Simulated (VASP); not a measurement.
Cs2InAgCl6:

```
Cs In Ag Cl
1.0
     0.00000    5.23450    5.23450
     5.23450    0.00000    5.23450
     5.23450    5.23450    0.00000
Cs In Ag Cl
2 1 1 6
Cartesian
  7.8517 7.8517 7.8517
  2.6172 2.6172 2.6172
  0.0000 0.0000 0.0000
  5.2345 5.2345 5.2345
  5.2345 5.2345 7.9586
  5.2345 5.2345 2.5104
  5.2345 7.9586 5.2345
  7.9586 5.2345 5.2345
  5.2345 2.5104 5.2345
  2.5104 5.2345 5.2345
```

```yaml
Program: VASP 6.6.1
Task: relaxation of cell and atoms
Functional: PBEsol
Potentials_or_basis: VASP PAW PBE potentials, release 64 (Cs_sv, In_d, Ag, Cl)
Cutoff: 600 eV
k_mesh: 4 × 4 × 4
Occupations: fermi-dirac, width 0.05 eV
Spin: no spin polarisation
```

At the start: pressure -0.3 GPa; volume 28.69 Å³/atom.

**Question.** Where does the relaxation end?

**Answer.** Over 5 steps the energy falls by 4.8 meV/atom and the volume is 27.96 Å³/atom (-2.5 %); space group Fm-3m (No. 225, to 0.05 Å).

The path:
```
step  energy change (eV)  largest force (eV/Å)  pressure (GPa)  volume (Å³)
   1              0.0000                0.3264           -0.27       286.85
   2             -0.0281                0.2006           -0.27       284.87
   3             -0.0463                0.0811           -0.15       280.55
   4             -0.0476                0.0226           -0.18       281.45
   5             -0.0484                0.0051            0.06       279.57
```

Final structure:
```xyz
10
Lattice="0.0000 5.1898 5.1898 5.1898 0.0000 5.1898 5.1898 5.1898 0.0000" Properties=species:S:1:pos:R:3 pbc="T T T"
Cs    7.7847    7.7847    7.7847
Cs    2.5949    2.5949    2.5949
In    5.1898    5.1898    0.0000
Ag    5.1898    5.1898    5.1898
Cl    5.1898    5.1898    7.8483
Cl    5.1898    5.1898    2.5313
Cl    5.1898    7.8483    5.1898
Cl    7.8483    5.1898    5.1898
Cl    5.1898    2.5313    5.1898
Cl    2.5313    5.1898    5.1898
```

Caveat: the PAW data sets were made with another functional, which shifts forces and pressure a little.
